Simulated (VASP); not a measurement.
Given:

```xyz
5
Lattice="3.9670 0.0000 0.0000 0.0000 3.9670 0.0000 0.0000 0.0000 3.9670" Properties=species:S:1:pos:R:3 pbc="T T T"
K      0.0000     0.0000     0.0000
Mg     1.9835     1.9835     1.9835
F      1.9835     0.0000     1.9835
F      0.0000     1.9835     1.9835
F      1.9835     1.9835     0.0000
```

Level of theory: vdW-DF2, VASP's PBE PAW potentials (set 64) (plane waves; VASP). Numerical set-up: 520 eV cut-off, 6×6×6 Γ-centred mesh, Gaussian smearing of 0.050 eV, potentials K_sv Mg F.

Task: Estimate the energy per atom (σ→0), pressure, band gap (on the k-mesh) with the smallest direct gap where there is one.

Result: 
The band gap (on the k-mesh) is 7.45 eV, the smallest direct gap (on the k-mesh) is 7.76 eV and the energy per atom (σ→0) comes out as -3335 meV/atom. The pressure is 5.18 GPa.

Only differences to runs with the same potentials and settings are physical.

The compound is KMgF3 in the cubic perovskite structure. This cell is one point of a volume scan, at 0.94 of the reference volume.
